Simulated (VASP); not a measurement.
A convergence study with VASP on WS2 (2H layered): one setting is varied, all else stays as given below, so the limit is that of these other settings. Each run relaxes cell and ions from the cell shown. The basis is that of the starting cell, so low cut-offs carry a Pulay error.

```
CELL_PARAMETERS angstrom
      1.57500    -2.72798     0.00000
      1.57500     2.72798     0.00000
      0.00000     0.00000    12.32000
ATOMIC_POSITIONS crystal
  W  0.33333 0.66667 0.25000
  W  0.66667 0.33333 0.75000
  S  0.33333 0.66667 0.87800
  S  0.66667 0.33333 0.37800
  S  0.66667 0.33333 0.12200
  S  0.33333 0.66667 0.62200
```

Calculation: LDA (Ceperley-Alder, Perdew-Zunger), VASP's LDA PAW potentials (set 64) (plane waves; VASP). The tightest run used: 700 eV cut-off, 7×7×2 Γ-centred mesh, Gaussian smearing of 0.050 eV, potentials W_sv S.

The settings run are ENCUT = 150; ENCUT = 200; ENCUT = 250; ENCUT = 300; ENCUT = 350; ENCUT = 400; ENCUT = 450; ENCUT = 500; ENCUT = 600; ENCUT = 650; ENCUT = 700. From which on does the relaxed volume stay within 0.1 Å³/atom of the tightest run?

From ENCUT = 350 on: it is off by 0.053 there and by no more than 0.1 in any finer run, while ENCUT = 300 is off by 0.203.
```csv
setting,relaxed volume (Å³/atom),E (eV/atom),plane waves,difference judged (Å³/atom)
ENCUT = 150,14.226,-9.3270,453,2.970
ENCUT = 200,15.940,-8.7695,700,1.256
ENCUT = 250,16.688,-8.7515,965,0.508
ENCUT = 300,16.993,-8.7535,1294,0.203
ENCUT = 350,17.143,-8.7544,1597,0.053
ENCUT = 400,17.175,-8.7547,1936,0.021
ENCUT = 450,17.169,-8.7548,2347,0.026
ENCUT = 500,17.171,-8.7549,2704,0.025
ENCUT = 600,17.199,-8.7551,3554,0.003
ENCUT = 650,17.197,-8.7551,4047,0.002
ENCUT = 700,17.196,-8.7552,4465,0.000
```

Left out are rungs that failed or repeat a setting and relaxations that didn't move; long series are thinned to 24 rows.

The compound is WS2 in the 2H layered structure.
